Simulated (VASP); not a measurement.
An input for Ansatz (written as the equivalent of a VASP run, and not itself run):

Ansatz 0.2 input:
```yaml
crystal:
  lattice:
    - [1.5566498, -2.6961965, 0.0000000]
    - [1.5566498, 2.6961965, 0.0000000]
    - [0.0000000, 0.0000000, 4.9837267]
  atoms:
    - { symbol: Al, position: [0.6666670, 0.3333330, 0.5000242] }
    - { symbol: Al, position: [0.3333330, 0.6666670, 0.0000242] }
    - { symbol: N, position: [0.6666670, 0.3333330, 0.8819758] }
    - { symbol: N, position: [0.3333330, 0.6666670, 0.3819758] }
kpoints:
  mp_grid: { grid: [8, 8, 5] }
hamiltonian:
  xc: pbesol
  pseudopotentials: { kind: paw }
scf:
  occupations: { method: gaussian, width: 0.05 }
  max_iter: 100
relax:
  max_steps: 40
  f_tol: 0.02
  cell: { p_target: 5 }
output: { forces: true, stress: true, eigenvalues: true }
```

Problem. Translate this input to VASP (INCAR, KPOINTS, POSCAR, choice of POTCAR).

Solution. One answer among several that fit: 
### KPOINTS
```
Regular mesh
0
gamma
 8 8 5
0 0 0
```

INCAR:
```
ALGO = Normal
EDIFF = 1E-6
EDIFFG = -0.02
ENCUT = 620
GGA = PS
IBRION = 2
ISIF = 3
ISMEAR = 0
LASPH = T
LCHARG = F
LREAL = F
LWAVE = F
NELM = 100
NSW = 40
PREC = Accurate
PSTRESS = 50
SIGMA = 0.05
SYSTEM = AlN
```

**POSCAR**
```
AlN
1
    1.5566497979    -2.6961965337     0.0000000000
    1.5566497979     2.6961965337     0.0000000000
    0.0000000000     0.0000000000     4.9837267432
Al N
2 2
Direct
  0.6666670000   0.3333330000   0.5000242274
  0.3333330000   0.6666670000   0.0000242274
  0.6666670000   0.3333330000   0.8819757726
  0.3333330000   0.6666670000   0.3819757726
```

POTCAR, in this order: Al N (PBE.64 set). Program: vasp_std.

The two are equivalent in intent, not identical: each code has its own PAW files, so the cut-off isn't converted (ENCUT is set for VASP's; basis.ecutwfc is left out, and Ansatz then takes the one that its files recommend); Ansatz stops its SCF on the density residual and VASP on the energy change (EDIFF).

The compound is AlN in the wurtzite structure. This run relaxes it under an external pressure of 5 GPa. Symmetry was kept, so distortions that lower it aren't found.
